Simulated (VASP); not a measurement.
Level of theory: SCAN meta-GGA, VASP's PBE PAW potentials (set 64) (plane waves; VASP).

VASP ran on this input.

**KPOINTS**
```
kpoints
0
G
  6 6 6
0 0 0
```

**POSCAR**
```
SrTiO3
1.0
  3.9050000000   0.0000000000   0.0000000000
  0.0000000000   3.9050000000   0.0000000000
  0.0000000000   0.0000000000   3.9050000000
Sr Ti O
1 1 3
Cartesian
  0.0000000000   0.0000000000   0.0000000000
  1.9525000000   1.9525000000   1.9525000000
  1.9525000000   0.0000000000   1.9525000000
  0.0000000000   1.9525000000   1.9525000000
  1.9525000000   1.9525000000   0.0000000000
```

### INCAR
```
SYSTEM = SrTiO3
PREC = Accurate
ENCUT = 520
EDIFF = 1E-6
NELM = 100
ALGO = Normal
LREAL = .FALSE.
LASPH = .TRUE.
ISMEAR = 0
SIGMA = 0.05
METAGGA = SCAN
LMIXTAU = .TRUE.
LMAXMIX = 4
LWAVE = .FALSE.
LCHARG = .FALSE.
IBRION = 2
ISIF = 3
NSW = 60
EDIFFG = -0.01
```

POTCAR, in this order: Sr_sv Ti_sv O (PBE.64 set). Program: vasp_std.

Output of the run:

OSZICAR:
```
       N       E                     dE             d eps       ncg     rms          rms(c)
DAV:   1     0.418796266201E+03    0.41880E+03   -0.22222E+04   960   0.188E+03
DAV:   2    -0.523407820836E+02   -0.47114E+03   -0.46232E+03  1184   0.514E+02
DAV:   3    -0.954847783301E+02   -0.43144E+02   -0.42162E+02  1472   0.149E+02
DAV:   4    -0.975101413149E+02   -0.20254E+01   -0.20244E+01  1368   0.280E+01
DAV:   5    -0.975787945252E+02   -0.68653E-01   -0.68636E-01  1336   0.416E+00    0.276E+01
DAV:   6    -0.729911606701E+02    0.24588E+02   -0.45952E+01  1440   0.780E+01    0.153E+01
DAV:   7    -0.740916992801E+02   -0.11005E+01   -0.51736E+00  1136   0.181E+01    0.736E+00
DAV:   8    -0.770915462730E+02   -0.29998E+01   -0.18079E+00  1304   0.131E+01    0.290E+00
DAV:   9    -0.740629435870E+02    0.30286E+01   -0.11394E+00  1344   0.102E+01    0.172E+00
DAV:  10    -0.745025291566E+02   -0.43959E+00   -0.21453E-01  1216   0.460E+00    0.967E-01
DAV:  11    -0.744251614695E+02    0.77368E-01   -0.25457E-02  1104   0.173E+00    0.468E-01
DAV:  12    -0.745036777349E+02   -0.78516E-01   -0.36354E-02  1016   0.197E+00    0.188E-01
DAV:  13    -0.745083550138E+02   -0.46773E-02   -0.10854E-02  1088   0.126E+00    0.110E-01
DAV:  14    -0.745084257912E+02   -0.70777E-04   -0.32690E-03  1136   0.636E-01    0.588E-02
DAV:  15    -0.745092852912E+02   -0.85950E-03   -0.77017E-04  1048   0.316E-01    0.346E-02
DAV:  16    -0.745093136050E+02   -0.28314E-04   -0.20010E-04  1320   0.141E-01    0.331E-02
DAV:  17    -0.745093532250E+02   -0.39620E-04   -0.20452E-05  1264   0.469E-02    0.131E-02
DAV:  18    -0.745093696378E+02   -0.16413E-04   -0.85208E-06  1064   0.325E-02    0.939E-03
DAV:  19    -0.745093948251E+02   -0.25187E-04   -0.56330E-06   872   0.226E-02    0.207E-03
DAV:  20    -0.745093972066E+02   -0.23815E-05   -0.17022E-06   600   0.148E-02    0.139E-03
DAV:  21    -0.745093974940E+02   -0.28737E-06   -0.15412E-07   520   0.386E-03
   1 F= -.74509397E+02 E0= -.74509397E+02  d E =-.745094E+02
       N       E                     dE             d eps       ncg     rms          rms(c)
DAV:   1    -0.745157363997E+02   -0.63392E-02   -0.18148E-01  1104   0.470E+00    0.697E-01
DAV:   2    -0.745105607814E+02    0.51756E-02   -0.19686E-02  1120   0.143E+00    0.270E-01
DAV:   3    -0.745095270695E+02    0.10337E-02   -0.74604E-03  1240   0.599E-01    0.855E-02
DAV:   4    -0.745094806607E+02    0.46409E-04   -0.11223E-03  1088   0.289E-01    0.567E-02
DAV:   5    -0.745095453430E+02   -0.64682E-04   -0.29438E-04  1320   0.195E-01    0.382E-02
DAV:   6    -0.745096743812E+02   -0.12904E-03   -0.18260E-04  1376   0.708E-02    0.311E-02
DAV:   7    -0.745097854634E+02   -0.11108E-03   -0.25549E-05  1208   0.495E-02    0.173E-02
DAV:   8    -0.745097987072E+02   -0.13244E-04   -0.48234E-06  1056   0.247E-02    0.116E-02
DAV:   9    -0.745098546711E+02   -0.55964E-04   -0.84064E-06  1304   0.242E-02    0.440E-03
DAV:  10    -0.745098649523E+02   -0.10281E-04   -0.25459E-06   808   0.176E-02    0.123E-03
DAV:  11    -0.745098703885E+02   -0.54362E-05   -0.93006E-07   584   0.748E-03    0.854E-04
DAV:  12    -0.745098715795E+02   -0.11910E-05   -0.23887E-07   552   0.466E-03    0.794E-04
DAV:  13    -0.745098717785E+02   -0.19898E-06   -0.76597E-08   544   0.218E-03
   2 F= -.74509872E+02 E0= -.74509872E+02  d E =-.474285E-03
       N       E                     dE             d eps       ncg     rms          rms(c)
DAV:   1    -0.745103123282E+02   -0.44075E-03   -0.83778E-03  1104   0.101E+00    0.151E-01
DAV:   2    -0.745099746635E+02    0.33766E-03   -0.90789E-04  1120   0.308E-01    0.585E-02
DAV:   3    -0.745099893872E+02   -0.14724E-04   -0.34100E-04  1240   0.130E-01    0.181E-02
DAV:   4    -0.745099774676E+02    0.11920E-04   -0.47402E-05  1120   0.594E-02    0.112E-02
DAV:   5    -0.745099720666E+02    0.54010E-05   -0.20274E-05  1448   0.473E-02    0.823E-03
DAV:   6    -0.745099553941E+02    0.16672E-04   -0.61455E-06  1160   0.174E-02    0.648E-03
DAV:   7    -0.745099315468E+02    0.23847E-04   -0.10331E-06   544   0.110E-02    0.401E-03
DAV:   8    -0.745099292345E+02    0.23123E-05   -0.28345E-07   552   0.533E-03    0.247E-03
DAV:   9    -0.745099187543E+02    0.10480E-04   -0.23972E-07   544   0.403E-03    0.819E-04
DAV:  10    -0.745099177906E+02    0.96366E-06   -0.19942E-07   552   0.372E-03
   3 F= -.74509918E+02 E0= -.74509918E+02  d E =-.520297E-03
       N       E                     dE             d eps       ncg     rms          rms(c)
DAV:   1    -0.745105587636E+02   -0.64001E-03   -0.16171E-02  1104   0.140E+00    0.209E-01
DAV:   2    -0.745099488889E+02    0.60987E-03   -0.17401E-03  1120   0.430E-01    0.807E-02
DAV:   3    -0.745099481419E+02    0.74691E-06   -0.65869E-04  1240   0.179E-01    0.249E-02
DAV:   4    -0.745099284963E+02    0.19646E-04   -0.93022E-05  1104   0.826E-02    0.157E-02
DAV:   5    -0.745099224135E+02    0.60827E-05   -0.32347E-05  1416   0.615E-02    0.111E-02
DAV:   6    -0.745098994701E+02    0.22943E-04   -0.13478E-05  1392   0.223E-02    0.930E-03
DAV:   7    -0.745098649747E+02    0.34495E-04   -0.20352E-06   784   0.148E-02    0.546E-03
DAV:   8    -0.745098617088E+02    0.32659E-05   -0.36801E-07   552   0.661E-03    0.348E-03
DAV:   9    -0.745098470607E+02    0.14648E-04   -0.44127E-07   576   0.570E-03    0.119E-03
DAV:  10    -0.745098455239E+02    0.15368E-05   -0.36005E-07   552   0.537E-03    0.377E-04
DAV:  11    -0.745098449844E+02    0.53950E-06   -0.13828E-07   552   0.276E-03
   4 F= -.74509845E+02 E0= -.74509845E+02  d E =-.447490E-03
```

**OUTCAR**
```
------------------------ aborting loop because EDIFF is reached ----------------------------------------
  FORCE on cell =-STRESS in cart. coord.  units (eV):
  Direction    XX          YY          ZZ          XY          YZ          ZX
  --------------------------------------------------------------------------------------
  Total       -0.0010952     -0.0010952     -0.0010952      0.0000000      0.0000000      0.0000000
  in kB       -0.0293980     -0.0293980     -0.0293980      0.0000000      0.0000000      0.0000000
  external PRESSURE =      -0.0293980 kB  Pullay stress =       0.0000000 kB
  volume of cell :       59.69
      direct lattice vectors                 reciprocal lattice vectors
     3.908092125  0.000000000  0.000000000     0.255879331  0.000000000  0.000000000
    -0.000000000  3.908092125  0.000000000    -0.000000000  0.255879331  0.000000000
    -0.000000000 -0.000000000  3.908092125    -0.000000000 -0.000000000  0.255879331
 POSITION                                       TOTAL-FORCE (eV/Angst)
 -----------------------------------------------------------------------------------
      0.00000      0.00000      0.00000         0.000000      0.000000      0.000000
      1.95405      1.95405      1.95405        -0.000000     -0.000000      0.000000
      1.95405      0.00000      1.95405         0.000000     -0.000000      0.000000
     -0.00000      1.95405      1.95405        -0.000000     -0.000000      0.000000
      1.95405      1.95405      0.00000         0.000000      0.000000      0.000000
 -----------------------------------------------------------------------------------
    total drift:                                0.000000      0.000000     -0.000000
  FREE ENERGIE OF THE ION-ELECTRON SYSTEM (eV)
  ---------------------------------------------------
  free  energy   TOTEN  =       -74.5098449844 eV

  energy  without entropy=      -74.5098449844  energy(sigma->0) =      -74.50984498

 reached required accuracy - stopping structural energy minimisation
```
(Selected blocks of OUTCAR.)

**CONTCAR**
```
SrTiO3
   1.00000000000000
     3.9080921245030771    0.0000000000000000    0.0000000000000000
    -0.0000000000000000    3.9080921245030771    0.0000000000000000
    -0.0000000000000000   -0.0000000000000000    3.9080921245030771
  Sr              Ti              O
     1     1     3
Direct
     0.0000000000000000    0.0000000000000000    0.0000000000000000
     0.5000000000000000    0.5000000000000000    0.5000000000000000
     0.5000000000000000    0.0000000000000000    0.5000000000000000
     0.0000000000000000    0.5000000000000000    0.5000000000000000
     0.5000000000000000    0.5000000000000000    0.0000000000000000
```

The compound is SrTiO3 in the cubic perovskite structure, the ideal cubic form; the compound distorts at low or room temperature. This run relaxes it. Symmetry was kept, so distortions that lower it aren't found.
